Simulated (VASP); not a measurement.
Consider the following.

```yaml
crystal:
  lattice:
    - [3.96588, 0.00000, 0.00000]
    - [0.00000, 3.96588, 0.00000]
    - [0.00000, 0.00000, 4.11427]
  atoms:
    - { symbol: Ba, position: [0.00000, 0.00000, 0.00529] }
    - { symbol: Ti, position: [0.50000, 0.50000, 0.52441] }
    - { symbol: O, position: [0.50000, 0.50000, 0.96727] }
    - { symbol: O, position: [0.00000, 0.50000, 0.48352] }
    - { symbol: O, position: [0.50000, 0.00000, 0.48352] }
```

Method: AM05 GGA, VASP's PBE PAW potentials (set 64) (plane waves; VASP). Numerical set-up: 520 eV cut-off, 6×6×6 Γ-centred mesh, tetrahedra with Blöchl corrections, potentials Ba_sv Ti_sv O.

The cores are frozen, which limits the accuracy of field gradients.

Give the principal components of the electric field gradient (V/Å²) and the asymmetry η at each nucleus.

```csv
atom,Vxx,Vyy,Vzz,η
Ba1,3.8,3.8,-7.5,0.00
Ti2,-8.0,-8.0,16.1,0.00
O3,-6.6,-6.6,13.2,0.00
O4,-15.4,-8.7,24.1,0.28
O5,-15.4,-8.7,24.1,0.28
```

The compound is BaTiO3 in the tetragonal perovskite structure. It was relaxed first.
